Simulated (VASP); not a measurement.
A run of VASP 6.6.1 is set up as follows.

Contents of INCAR:

```
PREC = Accurate
ENCUT = 520
EDIFF = 1E-6
ISMEAR = 0
SIGMA = 0.1
LREAL = F
LASPH = T
NELM = 100
ALGO = Fast
ISIF = 2
LWAVE = F
LCHARG = T
GGA = PE
LELF = T
LVHAR = T
NBANDS = 26
```

The input KPOINTS:

```
regular mesh
0
Gamma
  10 10 10
```

The input POSCAR:

```
Hf3Te
1.0
    4.4429519816      0.0000000000      0.0000000000
    0.0000000000      4.4429519816      0.0000000000
    0.0000000000      0.0000000000      4.4017830208
Hf Te
3 1
Direct
    0.0000000000      0.5000000000      0.5000000000
    0.5000000000      0.0000000000      0.5000000000
    0.5000000000      0.5000000000      0.0000000000
    0.0000000000      0.0000000000      0.0000000000
```

Potentials or basis: VASP PAW PBE potentials, release 64 (Hf_pv, Te).

Launch:

```console
$ cat potpaw_PBE.64/Hf_pv/POTCAR potpaw_PBE.64/Te/POTCAR > POTCAR
$ mpirun -np 1 vasp_std > vasp.out
```

What does it give for the band gap on the k mesh?

None (metal or under the smearing width).

Estimate the pressure.

-0.4 GPa.

The run has no spin-orbit coupling, so splittings on Hf, Te are missing.
